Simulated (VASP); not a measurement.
# LiF (Griceite): structure and properties in VASP, part 4 of 4

Wanted: the relaxed cell of LiF (Griceite) and its properties. The start is a cell from a database of measured crystal structures.

VASP 6.6.1; PBE with D3(BJ); plane waves and PAW (Li_sv, F).

So far, gap on the k-mesh (eV): step 2 (full relaxation (PBE + D3(BJ))) 9.39; step 6 (total and projected DOS (PBE + D3(BJ))) 9.38; step 8 (volume scan with PBE + D3(BJ)) 9.98.

## (9) Volume scan with PBE + D3(BJ) (run 2)

The input, INCAR:

```
SYSTEM = LiF
PREC = Accurate
ENCUT = 650
EDIFF = 1E-06
NELM = 100
ISMEAR = 0
SIGMA = 0.05
LREAL = .FALSE.
ALGO = Normal
GGA = PE
IVDW = 12
NBANDS = 11
LORBIT = 11
LWAVE = .FALSE.
LCHARG = .FALSE.
KPAR = 2
ISIF = 2
```

The input, POSCAR:

```
LiF
1.0
    0.0000000000      1.9650019269      1.9650019269
    1.9650019269      0.0000000000      1.9650019269
    1.9650019269      1.9650019269      0.0000000000
Li F
1 1
Direct
    0.0000000000      0.0000000000      0.0000000000
    0.5000000000      0.5000000000      0.5000000000
```

The input, KPOINTS:

```
Automatic mesh
0
Gamma
10 10 10
0 0 0
```

PAW data sets: Li_sv and F (PBE family, release 64).

Launch:

```bash
$ mpirun -np 2 vasp_std
```

Output:

```text
[... set-up lines as in an earlier step ...]
 entering main loop
       N       E                     dE             d eps       ncg     rms          rms(c)
DAV:   1     0.366398645781E+02    0.36640E+02   -0.62601E+03  1082   0.111E+03
DAV:   2    -0.893658763205E+01   -0.45576E+02   -0.44718E+02  1197   0.220E+02
DAV:   3    -0.100974920483E+02   -0.11609E+01   -0.11567E+01  1306   0.314E+01
DAV:   4    -0.101138804127E+02   -0.16388E-01   -0.16385E-01  1257   0.383E+00
DAV:   5    -0.101140726545E+02   -0.19224E-03   -0.19224E-03  1381   0.283E-01    0.454E+00
DAV:   6    -0.959436630590E+01    0.51971E+00   -0.24463E+00  1175   0.107E+01    0.136E+00
DAV:   7    -0.959829374442E+01   -0.39274E-02   -0.23605E-02  1406   0.144E+00    0.857E-01
DAV:   8    -0.960436485583E+01   -0.60711E-02   -0.14596E-02  1322   0.141E+00    0.111E-01
DAV:   9    -0.960436861121E+01   -0.37554E-05   -0.97058E-04  1230   0.311E-01    0.436E-02
DAV:  10    -0.960443981125E+01   -0.71200E-04   -0.12923E-04  1212   0.102E-01    0.173E-02
DAV:  11    -0.960444186755E+01   -0.20563E-05   -0.72811E-06  1335   0.273E-02    0.332E-03
DAV:  12    -0.960444272975E+01   -0.86220E-06   -0.50114E-07  1222   0.717E-03
   1 F= -.99894832E+01 E0= -.99894832E+01  d E =-.750373E-30
```

It took 3.8 s on 2 MPI ranks of Intel Xeon 6975P-C (Granite Rapids), shared host; peak memory 0.27 GiB; 5.7 s of CPU time.

Parts of OUTCAR (step 9):

```text
   ENCUT  =  650.0 eV  47.77 Ry    6.91 a.u.   5.78  5.78  5.78*2*pi/ulx,y,z

   NELECT =      10.0000    total number of electrons

 E-fermi :  -0.1655

 k-point     1 :       0.0000    0.0000    0.0000
  band No.  band energies     occupation
      1     -41.3178      2.00000
      2     -20.7408      2.00000
      3      -0.5552      2.00000
      4      -0.5552      2.00000
      5      -0.5552      2.00000
      6       9.2211      0.00000
      7      24.4072      0.00000
      8      24.4072      0.00000
      9      24.4238      0.00000
     10      24.5104      0.00000
    ...

 Edisp (eV)   -0.38504

  Total       0.32054     0.32054     0.32054     0.00000     0.00000    -0.00000
  in kB      33.84389    33.84389    33.84389     0.00000     0.00000    -0.00000
  external pressure =       33.84 kB  Pullay stress =        0.00 kB

 POSITION                                       TOTAL-FORCE (eV/Angst)
 -----------------------------------------------------------------------------------
      0.00000      0.00000      0.00000        -0.000000     -0.000000      0.000000
      1.96500      1.96500      1.96500         0.000000      0.000000     -0.000000
 -----------------------------------------------------------------------------------
    total drift:                               -0.000000     -0.000000      0.000000

  FREE ENERGIE OF THE ION-ELECTRON SYSTEM (eV)
  ---------------------------------------------------
  free  energy   TOTEN  =        -9.9894832102 eV

  energy  without entropy=       -9.9894832102  energy(sigma->0) =       -9.98948321

[... 4 parts as in an earlier step ...]

[... 12 further parts left out ...]
```

This step gave:

```
free energy (TOTEN)            : -9.989 eV
Fermi energy                   : -0.1655 eV
pressure                       : 3.384 GPa
gap on the k-mesh              : 9.776 eV
least direct gap on the k-mesh : 9.776 eV
```

The pressure falls from 5.41 to 3.38 GPa.

The run ends at a pressure of 3.38 GPa.

## (10) Volume scan with PBE + D3(BJ) (run 3)

INCAR is that of step 9.

The input, POSCAR:

```
LiF
1.0
    0.0000000000      1.9785540926      1.9785540926
    1.9785540926      0.0000000000      1.9785540926
    1.9785540926      1.9785540926      0.0000000000
Li F
1 1
Direct
    0.0000000000      0.0000000000      0.0000000000
    0.5000000000      0.5000000000      0.5000000000
```

KPOINTS is that of step 9.

Launch:

```bash
$ mpirun -np 2 vasp_std
```

Output:

```text
[... set-up lines as in an earlier step ...]
 entering main loop
       N       E                     dE             d eps       ncg     rms          rms(c)
DAV:   1     0.376056670798E+02    0.37606E+02   -0.62765E+03  1066   0.109E+03
DAV:   2    -0.878643484605E+01   -0.46392E+02   -0.45647E+02  1184   0.217E+02
DAV:   3    -0.101115163677E+02   -0.13251E+01   -0.13186E+01  1361   0.326E+01
DAV:   4    -0.101279106496E+02   -0.16394E-01   -0.16393E-01  1278   0.386E+00
[...]
DAV:  10    -0.961948537287E+01   -0.74342E-04   -0.13472E-04  1180   0.103E-01    0.172E-02
DAV:  11    -0.961948758765E+01   -0.22148E-05   -0.72606E-06  1352   0.274E-02    0.313E-03
DAV:  12    -0.961948839111E+01   -0.80345E-06   -0.49870E-07  1241   0.704E-03
   1 F= -.99964106E+01 E0= -.99964106E+01  d E =-.639141E-11
```

The job ended after 3.4 s (2 MPI ranks; peak memory 0.26 GiB; 5.3 s of CPU time).

From OUTCAR (step 10):

```text
 Edisp (eV)   -0.37692

  Total       0.15096     0.15096     0.15096     0.00000    -0.00000     0.00000
  in kB      15.61335    15.61335    15.61335     0.00000    -0.00000     0.00000
  external pressure =       15.61 kB  Pullay stress =        0.00 kB

 POSITION                                       TOTAL-FORCE (eV/Angst)
 -----------------------------------------------------------------------------------
      0.00000      0.00000      0.00000        -0.000000     -0.000000     -0.000000
      1.97855      1.97855      1.97855         0.000000      0.000000      0.000000
 -----------------------------------------------------------------------------------
    total drift:                               -0.000000     -0.000000      0.000000

  FREE ENERGIE OF THE ION-ELECTRON SYSTEM (eV)
  ---------------------------------------------------
  free  energy   TOTEN  =        -9.9964106125 eV

  energy  without entropy=       -9.9964106125  energy(sigma->0) =       -9.99641061

[... 1 part as in an earlier step ...]

[... 2 further parts left out ...]
[key lines of the parts left out:]
E-fermi :  -0.4818
```

The pressure falls from 3.38 to 1.56 GPa.

The run ends at a pressure of 1.56 GPa.

## (11) Volume scan with PBE + D3(BJ) (run 4)

INCAR is that of step 10.

The input, POSCAR:

```
LiF
1.0
    0.0000000000      1.9919231069      1.9919231069
    1.9919231069      0.0000000000      1.9919231069
    1.9919231069      1.9919231069      0.0000000000
Li F
1 1
Direct
    0.0000000000      0.0000000000      0.0000000000
    0.5000000000      0.5000000000      0.5000000000
```

KPOINTS is that of step 10.

Launch:

```bash
$ mpirun -np 2 vasp_std
```

Output:

```text
[... set-up lines as in an earlier step ...]
 entering main loop
       N       E                     dE             d eps       ncg     rms          rms(c)
[... 12 cycles as in an earlier step ...]
   1 F= -.99998202E+01 E0= -.99998202E+01  d E =-.173227E-17
```

Run time: 3.2 s. Hardware: 2 MPI ranks; peak memory 0.27 GiB.

OUTCAR, selected parts (step 11):

```text
 Edisp (eV)   -0.36914

[... 6 parts as in an earlier step ...]

[... 1 further part left out ...]
[key lines of the parts left out:]
E-fermi :  -0.5358
```

The pressure falls from 1.56 to -0.07 GPa, so it vanishes between these two volumes.

## (12) Volume scan with PBE + D3(BJ) (run 5)

INCAR is that of step 11.

The input, POSCAR:

```
LiF
1.0
    0.0000000000      2.0051150351      2.0051150351
    2.0051150351      0.0000000000      2.0051150351
    2.0051150351      2.0051150351      0.0000000000
Li F
1 1
Direct
    0.0000000000      0.0000000000      0.0000000000
    0.5000000000      0.5000000000      0.5000000000
```

KPOINTS is that of step 11.

Launch:

```bash
$ mpirun -np 2 vasp_std
```

Output:

```text
[... set-up lines as in an earlier step ...]
 entering main loop
       N       E                     dE             d eps       ncg     rms          rms(c)
DAV:   1     0.392567035071E+02    0.39257E+02   -0.64697E+03  1050   0.110E+03
DAV:   2    -0.861827670931E+01   -0.47875E+02   -0.46872E+02  1171   0.217E+02
DAV:   3    -0.101219339685E+02   -0.15037E+01   -0.14983E+01  1342   0.352E+01
DAV:   4    -0.101461580260E+02   -0.24224E-01   -0.24221E-01  1272   0.455E+00
[...]
DAV:  10    -0.963839773051E+01   -0.82238E-04   -0.14575E-04  1162   0.106E-01    0.174E-02
DAV:  11    -0.963840059072E+01   -0.28602E-05   -0.76270E-06  1420   0.280E-02    0.264E-03
DAV:  12    -0.963840123480E+01   -0.64408E-06   -0.49182E-07  1204   0.679E-03
```

The job ended after 3.6 s (2 MPI ranks; peak memory 0.27 GiB; 5.4 s of CPU time).

Parts of OUTCAR (step 12):

```text
 Edisp (eV)   -0.36168

  Total      -0.15607    -0.15607    -0.15607     0.00000     0.00000     0.00000
  in kB     -15.50921   -15.50921   -15.50921     0.00000     0.00000     0.00000
  external pressure =      -15.51 kB  Pullay stress =        0.00 kB

 POSITION                                       TOTAL-FORCE (eV/Angst)
 -----------------------------------------------------------------------------------
      0.00000      0.00000      0.00000         0.000000      0.000000      0.000000
      2.00512      2.00512      2.00512        -0.000000     -0.000000     -0.000000
 -----------------------------------------------------------------------------------
    total drift:                               -0.000000     -0.000000      0.000000

  FREE ENERGIE OF THE ION-ELECTRON SYSTEM (eV)
  ---------------------------------------------------
  free  energy   TOTEN  =       -10.0000775705 eV

  energy  without entropy=      -10.0000775705  energy(sigma->0) =      -10.00007757

[... 1 part as in an earlier step ...]

[... 2 further parts left out ...]
[key lines of the parts left out:]
E-fermi :  -0.5839
```

The pressure falls from -0.07 to -1.55 GPa.

The run ends at a pressure of -1.55 GPa.

## (13) Volume scan with PBE + D3(BJ) (run 6)

INCAR is that of step 12.

The input, POSCAR:

```
LiF
1.0
    0.0000000000      2.0181356274      2.0181356274
    2.0181356274      0.0000000000      2.0181356274
    2.0181356274      2.0181356274      0.0000000000
Li F
1 1
Direct
    0.0000000000      0.0000000000      0.0000000000
    0.5000000000      0.5000000000      0.5000000000
```

KPOINTS is that of step 12.

Launch:

```bash
$ mpirun -np 2 vasp_std
```

Output:

```text
[... set-up lines as in an earlier step ...]
 entering main loop
       N       E                     dE             d eps       ncg     rms          rms(c)
DAV:   1     0.369298935963E+02    0.36930E+02   -0.62065E+03  1058   0.110E+03
DAV:   2    -0.883183168292E+01   -0.45762E+02   -0.45045E+02  1190   0.212E+02
DAV:   3    -0.101344151266E+02   -0.13026E+01   -0.12989E+01  1338   0.323E+01
DAV:   4    -0.101512337970E+02   -0.16819E-01   -0.16817E-01  1312   0.391E+00
[...]
DAV:  10    -0.964297186645E+01   -0.86645E-04   -0.15139E-04  1174   0.106E-01    0.149E-02
DAV:  11    -0.964297513856E+01   -0.32721E-05   -0.54373E-06  1434   0.247E-02    0.223E-03
DAV:  12    -0.964297571764E+01   -0.57908E-06   -0.51155E-07  1195   0.673E-03
   1 F= -.99974858E+01 E0= -.99974858E+01  d E =-.101652E-25
```

Run time: 3.6 s. Hardware: 2 MPI ranks; peak memory 0.26 GiB.

Parts of OUTCAR (step 13):

```text
 Edisp (eV)   -0.35451

  Total      -0.29545    -0.29545    -0.29545     0.00000     0.00000    -0.00000
  in kB     -28.79428   -28.79428   -28.79428     0.00000     0.00000    -0.00000
  external pressure =      -28.79 kB  Pullay stress =        0.00 kB

 POSITION                                       TOTAL-FORCE (eV/Angst)
 -----------------------------------------------------------------------------------
      0.00000      0.00000      0.00000         0.000000     -0.000000      0.000000
      2.01814      2.01814      2.01814        -0.000000      0.000000      0.000000
 -----------------------------------------------------------------------------------
    total drift:                               -0.000000     -0.000000      0.000000

  FREE ENERGIE OF THE ION-ELECTRON SYSTEM (eV)
  ---------------------------------------------------
  free  energy   TOTEN  =        -9.9974857850 eV

  energy  without entropy=       -9.9974857850  energy(sigma->0) =       -9.99748578

[... 1 part as in an earlier step ...]

[... 2 further parts left out ...]
[key lines of the parts left out:]
E-fermi :  -0.7040
```

The pressure falls from -1.55 to -2.88 GPa.

The run ends at a pressure of -2.88 GPa.

## (14) Volume scan with PBE + D3(BJ) (run 7)

A prediction first. A least-squares parabola for the 6 pressures of evenly scaled cells so far, P = -0.08 -78.0 t +171 t² GPa with t = ln(V/V₁) and V₁ the volume at scale 1, gives -4.04 GPa at t = +0.0583.

INCAR is that of step 13.

The input, POSCAR:

```
LiF
1.0
    0.0000000000      2.0309903411      2.0309903411
    2.0309903411      0.0000000000      2.0309903411
    2.0309903411      2.0309903411      0.0000000000
Li F
1 1
Direct
    0.0000000000      0.0000000000      0.0000000000
    0.5000000000      0.5000000000      0.5000000000
```

KPOINTS is that of step 13.

Launch:

```bash
$ mpirun -np 2 vasp_std
```

Output:

```text
[... set-up lines as in an earlier step ...]
 entering main loop
       N       E                     dE             d eps       ncg     rms          rms(c)
DAV:   1     0.407767344957E+02    0.40777E+02   -0.62023E+03  1050   0.109E+03
DAV:   2    -0.860563064296E+01   -0.49382E+02   -0.48437E+02  1169   0.219E+02
DAV:   3    -0.101315561423E+02   -0.15259E+01   -0.15182E+01  1355   0.345E+01
DAV:   4    -0.101537747674E+02   -0.22219E-01   -0.22217E-01  1216   0.432E+00
[...]
DAV:  10    -0.964473539106E+01   -0.91269E-04   -0.15839E-04  1189   0.108E-01    0.156E-02
DAV:  11    -0.964473893117E+01   -0.35401E-05   -0.63470E-06  1411   0.264E-02    0.185E-03
DAV:  12    -0.964473934708E+01   -0.41591E-06   -0.51806E-07  1227   0.690E-03
   1 F= -.99923646E+01 E0= -.99923646E+01  d E =-.446365E-27
```

Elapsed: 2.8 s, on 2 MPI ranks; peak memory 0.26 GiB; 4.3 s of CPU time.

From OUTCAR (step 14):

```text
 Edisp (eV)   -0.34763

  Total      -0.42621    -0.42621    -0.42621     0.00000     0.00000     0.00000
  in kB     -40.75458   -40.75458   -40.75458     0.00000     0.00000     0.00000
  external pressure =      -40.75 kB  Pullay stress =        0.00 kB

 POSITION                                       TOTAL-FORCE (eV/Angst)
 -----------------------------------------------------------------------------------
      0.00000      0.00000      0.00000        -0.000000      0.000000      0.000000
      2.03099      2.03099      2.03099         0.000000     -0.000000     -0.000000
 -----------------------------------------------------------------------------------
    total drift:                               -0.000000     -0.000000      0.000000

  FREE ENERGIE OF THE ION-ELECTRON SYSTEM (eV)
  ---------------------------------------------------
  free  energy   TOTEN  =        -9.9923645921 eV

  energy  without entropy=       -9.9923645921  energy(sigma->0) =       -9.99236459

[... 1 part as in an earlier step ...]

[... 2 further parts left out ...]
[key lines of the parts left out:]
E-fermi :  -0.8058
```

The pressure falls from -2.88 to -4.08 GPa. The parabola predicted -4.04 GPa, +0.03 GPa off.

## (15) The series together

Times are for 2 MPI ranks of Intel Xeon 6975P-C (Granite Rapids), shared host. The series side by side:

```
no.  volume scale  energy above the lowest point (meV/atom)  pressure (GPa)  gap on the k-mesh (eV)   time  memory (GiB)
  1          0.94                                      10.6           5.406                   9.984  3.8 s          0.27
  2          0.96                                       5.3           3.384                   9.776  3.8 s          0.27
  3          0.98                                      1.83           1.561                   9.576  3.4 s          0.26
  4             1                                      0.13        -0.07469                   9.385  3.2 s          0.27
  5          1.02                                         0          -1.551                   9.204  3.6 s          0.27
  6          1.04                                       1.3          -2.879                   9.031  3.6 s          0.26
  7          1.06                                      3.86          -4.075                   8.865  2.8 s          0.26
```

## (16) Fit for PBE + D3(BJ)

This step: Birch-Murnaghan fit, PBE with D3(BJ); plane waves and PAW (VASP 6.6.1).

No new run; the numbers come from the runs before.

Numbers from this step:

```yaml
pressure_derivative_of_the_bulk_modulus: 3.822
r_m_s_error_of_the_fit: 1.14e-5 eV/atom
minimum_inside_the_sampled_range: yes
bulk_modulus: 75.89 GPa
equilibrium_volume_of_the_fit: 7.997 Å³/atom
```

Energy above the fitted minimum against volume:

```
volume (Å³/atom)  energy above the fitted minimum (eV/atom)
           7.429                                     0.0107
           7.587                                    0.00542
           7.745                                    0.00196
           7.903                                     2.5e-4
           8.062                                     1.2e-4
           8.220                                    0.00142
           8.378                                    0.00398
```

The fit over cells of fixed shape and fractional positions puts the volume +1.18 % from the relaxed one. At a finite cutoff and mesh the minimum of the energy and the zero of the stress don't quite coincide, and the relaxation stops at a threshold.

## (17) What came out

```
relaxed volume                                             : 7.903 Å³/atom
relaxed conventional cell a, b, c                          : 3.984, 3.984, 3.984 Å
space group after relaxing, within 0.02 Å                  : Fm-3m (No. 225)
band gap                                                   : 9.38 eV, direct
gap among the points of the DOS mesh alone, an upper bound : 9.38 eV
strongest peak of ε2, mean over directions                 : 19.8 eV
ε1 at zero frequency, no local fields, mean                : 2.06
bulk modulus from the fit                                  : 75.9 GPa
volume from the fit                                        : 8.00 Å³/atom
```

**Reading.** With PBE + D3(BJ), LiF (Griceite) relaxes to 7.903 Å³/atom in space group Fm-3m (held by the symmetry of the run), has a direct gap of 9.38 eV and has a bulk modulus of 75.9 GPa. Against the listed cell the volume lies -3.3 %. Band structure (PBE + D3(BJ)): The path shows a nearly direct (within 0.01 eV) gap of 9.38 eV (valence top between K and Γ, conduction bottom at Γ). Semilocal functionals usually underestimate gaps. No search among competing phases was made, and a listed structure need not be the one stable at ambient conditions. All values are for a static lattice at zero temperature.

[Lines on the potential files, build, host, timing and source positions are cut from VASP's logs without a mark.]

[Logs are printed without paths, hosts, clocks, repeated set-up lines and the standing remarks that a program may print on its own settings, such as how far it seeks lower states.]

[Hosts, paths, dates, database ids (printed as entryN), source tags and the programs' standing remarks are cut or masked in the printed files.]

[A measured line is paired with the nearest computed mode of its activity, which favours agreement.]

[In band tables of VASP the shares of atoms and orbitals are scaled to a sum of 1 inside the atoms' spheres.]
